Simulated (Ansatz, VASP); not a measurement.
# Al2Pt: VASP beside Ansatz

Wanted: the spread between two codes on one cell, functional and k mesh.

Method: plane waves, with VASP 6.6.1 beside it; single point at PBEsol, in Ansatz 0.2.0.

The database entry behind the starting cell differs from later determinations by our own check (0.1 to 0.3 % short, probably kX units), so it need not match the best structure at ambient conditions.

## (1) Starting point

It takes space group Fm-3m (No. 225, cubic). Conventional cell: a = 5.896 Å, b = 5.896 Å, c = 5.896 Å, α = 90.00°, β = 90.00°, γ = 90.00°. Pt has 8 Al at 2.55 Å nearest. Al has 4 Pt at 2.55 Å nearest. Farther neighbours are not listed.

## (2) Ansatz: single point, PBEsol

Ansatz runs on its default PAW (the set named soft_2) files.

A single point gives forces, pressure and levels at one fixed geometry, so differences don't come from the geometry; what else differs is listed under the comparison.

Input file input.yaml:

```yaml
crystal:
  lattice:
    - [0.0, 5.8959059008, 5.8959059008]
    - [5.8959059008, 0.0, 5.8959059008]
    - [5.8959059008, 5.8959059008, 0.0]
  atoms:
    - { symbol: Pt, position: [0.0, 0.0, 0.0] }
    - { symbol: Pt, position: [0.0, 0.0, 0.5] }
    - { symbol: Pt, position: [0.0, 0.5, 0.0] }
    - { symbol: Pt, position: [0.0, 0.5, 0.5] }
    - { symbol: Pt, position: [0.5, 0.0, 0.0] }
    - { symbol: Pt, position: [0.5, 0.0, 0.5] }
    - { symbol: Pt, position: [0.5, 0.5, 0.0] }
    - { symbol: Pt, position: [0.5, 0.5, 0.5] }
    - { symbol: Al, position: [0.375, 0.375, 0.375] }
    - { symbol: Al, position: [0.375, 0.375, 0.875] }
    - { symbol: Al, position: [0.375, 0.875, 0.375] }
    - { symbol: Al, position: [0.375, 0.875, 0.875] }
    - { symbol: Al, position: [0.875, 0.375, 0.375] }
    - { symbol: Al, position: [0.875, 0.375, 0.875] }
    - { symbol: Al, position: [0.875, 0.875, 0.375] }
    - { symbol: Al, position: [0.875, 0.875, 0.875] }
    - { symbol: Al, position: [0.125, 0.125, 0.125] }
    - { symbol: Al, position: [0.125, 0.125, 0.625] }
    - { symbol: Al, position: [0.125, 0.625, 0.125] }
    - { symbol: Al, position: [0.125, 0.625, 0.625] }
    - { symbol: Al, position: [0.625, 0.125, 0.125] }
    - { symbol: Al, position: [0.625, 0.125, 0.625] }
    - { symbol: Al, position: [0.625, 0.625, 0.125] }
    - { symbol: Al, position: [0.625, 0.625, 0.625] }
hamiltonian:
  xc: pbesol
  pseudopotentials: { kind: paw }
kpoints:
  mp_grid: { grid: [4, 4, 4] }
scf:
  occupations: { method: methfessel_paxton, width: 0.2 }
  n_extra_bands: 10
output:
  forces: true
  stress: true
  eigenvalues: true
```

Run with:

```
$ ansatz run input.yaml --threads 8 --pin off --max-ram 18432MiB --backend cpu --events-out ev --progress --plain --runs-dir out
```

Numbers of over 12 decimals in the logs are rounded to 6 here.

What it wrote:

```text
scf.n_extra_bands = 10 over 96 filled bands (N_el = 192.0): the run solves 106 bands
Engine: ansatz 0.2.0, aarch64-unknown-linux-gnu
Pseudopotentials: kind: paw
Pseudopotential: Pt, paw, valence charge 18, recommended cutoff 420 eV (normal), Pt.paw.azcp
Pseudopotential: Al, paw, valence charge 3, recommended cutoff 420 eV (normal), Al.paw.azcp
Functional definition: PBEsol
  exchange = pbesol_x
  correlation = pbesol_c
Crystal: 24 atoms, lattice volume = 409.903 Å³
Basis set: ecut = 420 eV, 7991 PW (Γ), exchange–correlation on 120×120×120 points (8 copies of the dense FFT grid, shifted against one another)
Bands: 106, of which v1, the nominal top of the filled ones, is band 96 counted from 1 (95 counted from 0)
Symmetry: 384 space group operations
Space group: Fm-3m (ITA 225), of the structure as read, at distance tolerance 7.4e-5 Å
k-points: 8 of 64
Non-local potential: Pt, projectors of the file, l = 0: 3, l = 1: 2, l = 2: 2, l = 3: 1
Non-local potential: Al, projectors of the file, l = 0: 2, l = 1: 2, l = 2: 1
PAW form: soft (Blöchl's): semilocal exchange-correlation on the pseudo side does not see the compensation charge
PAW frozen core: Pt, regenerated for the run's functional, and the local potential with it (the file was generated under x = pbe(κ = 0.804, μ = 0.219515), c = pbe(β = 0.066725))
PAW frozen core: Al, regenerated for the run's functional, and the local potential with it (the file was generated under x = pbe(κ = 0.804, μ = 0.219515), c = pbe(β = 0.066725))
PAW one-centre angular grid: Pt, 590 points (default); XC on 64 Gauss nodes
PAW one-centre angular grid: Al, 110 points (default); XC on 64 Gauss nodes
Initial density: superposition of atomic densities (neutral atoms: chi_scale 0, normalization atom), corrected by the library's trained network
Initial wavefunctions: pseudopotential atomic-orbital guess
Functional: x = pbesol(κ = 0.804, μ = 0.123457), c = pbesol(β = 0.046)
SCF iter   1: F=—  HF=-107483.993835 eV  |F-HF|=—  |Δ(HF+E_count)|=         —  Δρ=2.12e-3  dr2=2.68e-2  ethr=1.77e-3  ⟨swp⟩=6.2  Hψ=3263  notcnv=0
preconditioner: auto → Kerker (q_TF=auto, 2.404 Å⁻¹)  [metal: Δε(μ)=0.096 eV  Ē_g=5.872 eV  σ=0.200 eV  W_gap=0.39  n_scr=112 (ndim 8)  ℏωp=20.8 eV  f_vac=0.000  D(μ)=13.28/eV (n_scr^D=112)]
SCF iter   2: F=—  HF=-107483.991443 eV  |F-HF|=—  |Δ(HF+E_count)|=   2.39e-3  S|Δr|=    0.00e0  Δρ=7.67e-4  dr2=2.54e-3  ethr=1.40e-5  ⟨swp⟩=2.2  Hψ=1554  notcnv=0
SCF iter   3: F=—  HF=-107483.991163 eV  |F-HF|=—  |Δ(HF+E_count)|=   2.81e-4  S|Δr|=    0.00e0  Δρ=3.31e-4  dr2=5.69e-4  ethr=1.32e-6  ⟨swp⟩=2.1  Hψ=1171  notcnv=0
SCF iter   4: F=—  HF=-107483.991175 eV  |F-HF|=—  |Δ(HF+E_count)|=   1.23e-5  S|Δr|=    0.00e0  Δρ=8.66e-5  dr2=4.86e-5  ethr=2.96e-7  ⟨swp⟩=2.0  Hψ=1186  notcnv=0
SCF iter   5: F=—  HF=-107483.991585 eV  |F-HF|=—  |Δ(HF+E_count)|=   4.10e-4  S|Δr|=    0.00e0  Δρ=2.24e-5  dr2=2.52e-6  ethr=2.53e-8  ⟨swp⟩=2.2  Hψ=1214  notcnv=0
SCF iter   6: F=—  HF=-107483.991585 eV  |F-HF|=—  |Δ(HF+E_count)|=   2.29e-7  S|Δr|=    0.00e0  Δρ=5.53e-6  dr2=1.85e-7  ethr=1.31e-9  ⟨swp⟩=2.0  Hψ=1335  notcnv=0
SCF iter   7: F=-107483.991585 eV  HF=-107483.991585 eV  |F-HF|=8.88e-10  |Δ(HF+E_count)|=   3.90e-8  S|Δr|=    0.00e0  Δρ=8.29e-7  dr2=2.02e-9  ethr=5.21e-11  ⟨swp⟩=9.6  Hψ=3395  notcnv=0
SCF 1 converged in 7 iterations: F = -107483.991585 eV  dr2 = 2.02e-9
  greatest PAW one-centre occupation: 1.000 electrons in one spin orbital (limit 2), on the Pt atom at site 7 (counted from 0), in its partial waves of l = 0
SCF converged after 7 iterations
Stability not checked: this state was not tested for a lower state beside it, because cold or Methfessel-Paxton smearing, or corrected tetrahedra, fill the levels in a way that the test cannot read (fill_not_monotonic; see scf.lower_state_search)
Free energy (F): -107483.991585 eV
Harris-Foulkes:  -107483.991585 eV  (|F-HF|=8.88e-10)
Internal energy: -107483.970935 eV  (E = F + TS)
E sigma→0 (E₀):  -107483.986423 eV
Entropy (-TS):   -0.020650 eV (-0.860 meV/atom)
Fermi energy:    11.354487 eV
--- Per-component energies (eV) ---
  E_band       = -2495.889973
  E_kinetic    = 5501.782837
  E_local      = -21570.650509  (includes V_loc(G=0)·N_el)
  E_nonlocal   = 1767.800538
  E_hartree    = 8555.098460
  E_xc         = -2730.324864
  E_vxc        = -2908.733313  (∫ρ·V_xc dr)
  E_paw        = -81808.035602  (= ΣΔE_a)
  E_vpaw       = -2396.291858  (= ΣTr[D̂ρ^β])
  E_aug_tail   = 0.001426  (compensation charges beyond the density's cutoff)
  E_ewald      = -17202.245295
  E_core_change = 2.602074  (= ΣΔE_core)
  E_smearing   = -0.020650  (= −TS)
  E_closure    = -0.000000  (closes the sum)
  Σ components = -107483.991585   (vs F -107483.991585, Δ=0.00e0)
--- Forces (eV/Å), atoms counted from 1 ---
  atom   1  Pt     0.00000000    -0.00000000     0.00000000
  atom   2  Pt     0.00000000    -0.00000000     0.00000000
  atom   3  Pt     0.00000000    -0.00000000    -0.00000000
  atom   4  Pt     0.00000000    -0.00000000    -0.00000000
  atom   5  Pt     0.00000000    -0.00000000     0.00000000
  atom   6  Pt     0.00000000    -0.00000000     0.00000000
  atom   7  Pt     0.00000000    -0.00000000    -0.00000000
  atom   8  Pt     0.00000000    -0.00000000    -0.00000000
  atom   9  Al     0.00000000     0.00000000    -0.00000000
  atom  10  Al     0.00000000     0.00000000    -0.00000000
  atom  11  Al     0.00000000     0.00000000    -0.00000000
  atom  12  Al     0.00000000     0.00000000     0.00000000
  atom  13  Al     0.00000000    -0.00000000     0.00000000
  atom  14  Al     0.00000000    -0.00000000     0.00000000
  atom  15  Al     0.00000000    -0.00000000    -0.00000000
  atom  16  Al     0.00000000    -0.00000000     0.00000000
  atom  17  Al     0.00000000     0.00000000    -0.00000000
  atom  18  Al     0.00000000    -0.00000000     0.00000000
  atom  19  Al    -0.00000000    -0.00000000    -0.00000000
  atom  20  Al    -0.00000000    -0.00000000    -0.00000000
  atom  21  Al     0.00000000    -0.00000000     0.00000000
  atom  22  Al    -0.00000000    -0.00000000     0.00000000
  atom  23  Al    -0.00000000     0.00000000     0.00000000
  atom  24  Al     0.00000000    -0.00000000     0.00000000
  max |Σ_I F_I| component: 6.77e-17 eV/Å
--- Stress (GPa, compression-positive) ---
        0.037816       0.000000      -0.000000
       -0.000000       0.037816      -0.000000
       -0.000000      -0.000000       0.037816
  P = ⅓ Tr σ = 0.0378 GPa (0.378 kbar)
--- Band table (eV; the first three rows and the last of 8) ---
  k-point 0: bands = [... 92 lower, 9.7703, 12.4052, 12.4052, 12.4052, 12.4052, 12.4052, 12.4052, 12.4052, ... 6 higher]
  k-point 1: bands = [... 92 lower, 10.2195, 11.6651, 11.6651, 11.6651, 11.9982, 11.9982, 11.9982, 12.7771, ... 6 higher]
  k-point 2: bands = [... 92 lower, 10.4962, 10.4962, 11.1166, 11.1166, 11.1166, 11.1166, 11.1166, 11.1166, ... 6 higher]
  k-point 7: bands = [... 92 lower, 11.2089, 11.2089, 11.2089, 11.2089, 11.2222, 11.2222, 11.2222, 11.2222, ... 6 higher]
```

Elapsed: 8.5 s, on 8 threads of Arm Neoverse N1, shared host; peak memory 1.9 GiB.

The run ends at a pressure of 0.04 GPa.

## (3) VASP: single point, PBEsol

The same cell, functional, mesh and smearing now go to VASP, with its own data sets and cutoff.

Lines of VASP's logs that name or quote its potential files are left out, and so is its time.

Input file INCAR:

```
SYSTEM = Al2Pt
PREC = Normal
ENCUT = 400
EDIFF = 1E-05
NELM = 120
ISMEAR = 1
SIGMA = 0.2
LREAL = Auto
ALGO = Fast
GGA = PS
NBANDS = 88
LASPH = .TRUE.
LORBIT = 11
LWAVE = .FALSE.
LCHARG = .FALSE.
KPAR = 4
```

Input file POSCAR:

```
Al2Pt
1.0
    0.0000000000      5.8959059008      5.8959059008
    5.8959059008      0.0000000000      5.8959059008
    5.8959059008      5.8959059008      0.0000000000
Pt Al
8 16
Direct
    0.0000000000      0.0000000000      0.0000000000
    0.0000000000      0.0000000000      0.5000000000
    0.0000000000      0.5000000000      0.0000000000
    0.0000000000      0.5000000000      0.5000000000
    0.5000000000      0.0000000000      0.0000000000
    0.5000000000      0.0000000000      0.5000000000
    0.5000000000      0.5000000000      0.0000000000
    0.5000000000      0.5000000000      0.5000000000
    0.3750000000      0.3750000000      0.3750000000
    0.3750000000      0.3750000000      0.8750000000
    0.3750000000      0.8750000000      0.3750000000
    0.3750000000      0.8750000000      0.8750000000
    0.8750000000      0.3750000000      0.3750000000
    0.8750000000      0.3750000000      0.8750000000
    0.8750000000      0.8750000000      0.3750000000
    0.8750000000      0.8750000000      0.8750000000
    0.1250000000      0.1250000000      0.1250000000
    0.1250000000      0.1250000000      0.6250000000
    0.1250000000      0.6250000000      0.1250000000
    0.1250000000      0.6250000000      0.6250000000
    0.6250000000      0.1250000000      0.1250000000
    0.6250000000      0.1250000000      0.6250000000
    0.6250000000      0.6250000000      0.1250000000
    0.6250000000      0.6250000000      0.6250000000
```

Input file KPOINTS:

```
Automatic mesh
0
Gamma
4 4 4
0 0 0
```

PAW data sets: Pt and Al (PBE family, release 64).

Run with:

```
$ mpirun -np 4 vasp_std
```

What it wrote:

```text
[banner, memory and clock lines left out]
running    4 mpi-ranks, on    1 nodes
 distrk:  each k-point on    1 cores,    4 groups
 distr:  one band on    1 cores,    1 groups

 POSCAR found type information on POSCAR PtAl
 POSCAR found :  2 types and      24 ions
|                                                                             |
|               ----> ADVICE to this user running VASP <----                  |
|                                                                             |
|     You enforced a specific xc type in the INCAR file but a different       |
|     [... a line on the potential file left out ...]
|     I HOPE YOU KNOW WHAT YOU ARE DOING!                                     |
|                                                                             |

 LDA part: xc-table for (Slater+PW92), standard interpolation
 POSCAR, INCAR and KPOINTS ok, starting setup
 FFT: planning ... GRIDC
 FFT: planning ... GRID_SOFT
 FFT: planning ... GRID
 WAVECAR not read
 entering main loop
       N       E                     dE             d eps       ncg     rms          rms(c)
DAV:   1     0.409082844881E+03    0.40908E+03   -0.45931E+04  1408   0.102E+03
DAV:   2    -0.120770429459E+03   -0.52985E+03   -0.49124E+03  1664   0.203E+02
DAV:   3    -0.146854855720E+03   -0.26084E+02   -0.25470E+02  1680   0.408E+01
DAV:   4    -0.147218127486E+03   -0.36327E+00   -0.36231E+00  1632   0.546E+00
DAV:   5    -0.147224626285E+03   -0.64988E-02   -0.64968E-02  1632   0.762E-01    0.254E+01
RMM:   6    -0.142902297833E+03    0.43223E+01   -0.21917E+01  1427   0.130E+01    0.626E+00
RMM:   7    -0.142241797608E+03    0.66050E+00   -0.13955E+00  1480   0.338E+00    0.415E+00
RMM:   8    -0.142004692385E+03    0.23711E+00   -0.38443E-01  1518   0.176E+00    0.770E-01
RMM:   9    -0.142002931409E+03    0.17610E-02   -0.90030E-02  1579   0.802E-01    0.510E-01
RMM:  10    -0.142003807402E+03   -0.87599E-03   -0.16598E-02  1579   0.362E-01    0.336E-01
RMM:  11    -0.142004423106E+03   -0.61570E-03   -0.68152E-03  1578   0.219E-01    0.103E-01
RMM:  12    -0.142004167332E+03    0.25577E-03   -0.16796E-03  1597   0.112E-01    0.592E-02
RMM:  13    -0.142004199792E+03   -0.32460E-04   -0.34215E-04  1645   0.466E-02    0.720E-02
RMM:  14    -0.142004182311E+03    0.17481E-04   -0.88301E-05  1505   0.251E-02    0.104E-01
RMM:  15    -0.142004197793E+03   -0.15482E-04   -0.25737E-05  1105   0.147E-02    0.209E-01
RMM:  16    -0.142004168777E+03    0.29016E-04   -0.47534E-05  1319   0.214E-02    0.342E-02
RMM:  17    -0.142004168926E+03   -0.14903E-06   -0.73743E-06   878   0.614E-03
   1 F= -.14200417E+03 E0= -.14199723E+03  d E =-.208131E-01
```

(Part 1 of 2 ends here.)

[Lines on the potential files, build, host, timing and source positions are cut from VASP's logs without a mark.]

[Logs are printed without paths, hosts, clocks, repeated set-up lines and the standing remarks that a program may print on its own settings, such as how far it seeks lower states.]

[Hosts, paths, dates, database ids (printed as entryN), source tags and the programs' standing remarks are cut or masked in the printed files.]
